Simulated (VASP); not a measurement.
All values below come from PBE GGA with spin-orbit coupling, VASP's PBE PAW potentials (set 64) (plane waves; VASP).

A VASP calculation is set up with these files.

INCAR:
```
# general
SYSTEM        = AgW2
PREC          = Accurate
ENCUT         = 300
LREAL         = .FALSE.
LASPH         = .TRUE.

# electronic loop
EDIFF         = 1E-6
NELM          = 100
ALGO          = Normal
LMAXMIX       = 6

# smearing
ISMEAR        = -1
SIGMA         = 0.1

# functional
GGA           = PE
GGA_COMPAT    = .FALSE.

# spin
MAGMOM        = 0.0 0.0 0.0 0.0 0.0 0.0 0.0 0.0 0.0
LSORBIT       = .TRUE.
LNONCOLLINEAR = .TRUE.

# ions
ISIF          = 2

# output
LWAVE         = .FALSE.
LCHARG        = .FALSE.
LORBIT        = 11
```

### KPOINTS
```
Automatic
0
G
 7 7 7
0 0 0
```

File POSCAR:
```
AgW2
1
   -1.7357550000     1.7357550000     4.2483340000
    1.7357550000    -1.7357550000     4.2483340000
    1.7357550000     1.7357550000    -4.2483340000
Ag W
1 2
Direct
  0.0000000000   0.0000000000   0.0000000000
  0.3353000000   0.3353000000   0.0000000000
  0.6647000000   0.6647000000   0.0000000000
```

POTCAR, in this order: Ag W_sv (PBE.64 set). Program: vasp_ncl.

What VASP printed:

OSZICAR:
```
       N       E                     dE             d eps       ncg     rms          rms(c)
DAV:   1     0.376592512273E+03    0.37659E+03   -0.16544E+04  3904   0.132E+03
DAV:   2    -0.833986003585E+01   -0.38493E+03   -0.37445E+03  3904   0.460E+02
DAV:   3    -0.293215924198E+02   -0.20982E+02   -0.20072E+02  4374   0.106E+02
DAV:   4    -0.299263414006E+02   -0.60475E+00   -0.58466E+00  4368   0.165E+01
DAV:   5    -0.299413821067E+02   -0.15041E-01   -0.15008E-01  4278   0.254E+00    0.229E+01
DAV:   6    -0.283243251917E+02    0.16171E+01   -0.64420E+00  3920   0.258E+01    0.106E+01
DAV:   7    -0.280587527146E+02    0.26557E+00   -0.13206E+00  4144   0.117E+01    0.309E+00
DAV:   8    -0.280117472498E+02    0.47005E-01   -0.18365E-01  4030   0.405E+00    0.146E+00
DAV:   9    -0.280079525566E+02    0.37947E-02   -0.20205E-02  4252   0.115E+00    0.880E-01
DAV:  10    -0.280067199177E+02    0.12326E-02   -0.43999E-03  4186   0.646E-01    0.102E-01
DAV:  11    -0.280065047455E+02    0.21517E-03   -0.11079E-03  4156   0.317E-01    0.683E-02
DAV:  12    -0.280065164484E+02   -0.11703E-04   -0.10755E-04  4038   0.106E-01    0.180E-02
DAV:  13    -0.280065171959E+02   -0.74750E-06   -0.39592E-06  3696   0.173E-02
   1 F= -.28006517E+02 E0= -.27945132E+02  d E =-.122770E+00  mag=     0.0000    -0.0000     0.0000
```

OUTCAR:
```
------------------------ aborting loop because EDIFF is reached ----------------------------------------
  FORCE on cell =-STRESS in cart. coord.  units (eV):
  Direction    XX          YY          ZZ          XY          YZ          ZX
  --------------------------------------------------------------------------------------
  Total       -2.4216571     -2.4216571     -0.4276927      0.0000000     -0.0000000      0.0000000
  in kB      -75.7822930    -75.7822930    -13.3840313      0.0000000     -0.0000000      0.0000000
  external PRESSURE =     -54.9828724 kB  Pullay stress =       0.0000000 kB
  volume of cell :       51.20
      direct lattice vectors                 reciprocal lattice vectors
    -1.735755000  1.735755000  4.248334000     0.000000000  0.288059087  0.117693195
     1.735755000 -1.735755000  4.248334000     0.288059087  0.000000000  0.117693195
     1.735755000  1.735755000 -4.248334000     0.288059087  0.288059087  0.000000000
 POSITION                                       TOTAL-FORCE (eV/Angst)
 -----------------------------------------------------------------------------------
      0.00000      0.00000      0.00000         0.000000      0.000000     -0.000000
      0.00000      0.00000      2.84893        -0.000000     -0.000000     -1.330261
      0.00000      0.00000      5.64774        -0.000000     -0.000000      1.330261
 -----------------------------------------------------------------------------------
    total drift:                               -0.000000      0.000000      0.000000
  FREE ENERGIE OF THE ION-ELECTRON SYSTEM (eV)
  ---------------------------------------------------
  free  energy   TOTEN  =       -28.0065171959 eV

  energy  without entropy=      -27.8837476891  energy(sigma->0) =      -27.94513244

 total charge

# of ion       s       p       d       tot
------------------------------------------
    1        0.546   0.546   9.031  10.123
    2        2.368   6.238   3.257  11.863
    3        2.368   6.238   3.257  11.863
--------------------------------------------------
tot          5.282  13.022  15.545  33.849

 magnetization (x)

# of ion       s       p       d       tot
------------------------------------------
    1        0.000   0.000   0.000   0.000
    2        0.000   0.000   0.000   0.000
    3        0.000   0.000   0.000   0.000
--------------------------------------------------
tot          0.000   0.000   0.000   0.000

 magnetization (y)

# of ion       s       p       d       tot
------------------------------------------
    1        0.000   0.000  -0.000  -0.000
    2        0.000   0.000  -0.000  -0.000
    3       -0.000   0.000  -0.000  -0.000
--------------------------------------------------
tot         -0.000   0.000  -0.000  -0.000

 magnetization (z)

# of ion       s       p       d       tot
------------------------------------------
    1        0.000  -0.000   0.000   0.000
    2        0.000   0.000   0.000   0.000
    3        0.000   0.000   0.000   0.000
--------------------------------------------------
tot          0.000  -0.000   0.000   0.000

 Ion:    1  E_soc:     -0.0548112

 Ion:    2  E_soc:     -1.6744652

 Ion:    3  E_soc:     -1.6744652
```
(Selected blocks of OUTCAR.)

At this cut-off the stress carries a Pulay error, which pulls relaxed volumes low.

The structure was generated: AgW2 was put into an ordered model structure, which need not be its known phase. The cell was not relaxed at this level. The k-mesh is coarse (spacing up to 0.37 per Å, 2π included), so the numbers may not be converged in it. The run is one of a series of settings (GGA_COMPAT = .FALSE., LNONCOLLINEAR = .TRUE., LSORBIT = .TRUE., MAGMOM = 0.0 0.0 0.0 0.0 0.0 0.0 0.0 0.0 0.0, program vasp_ncl against the base run), some of them coarse on purpose.
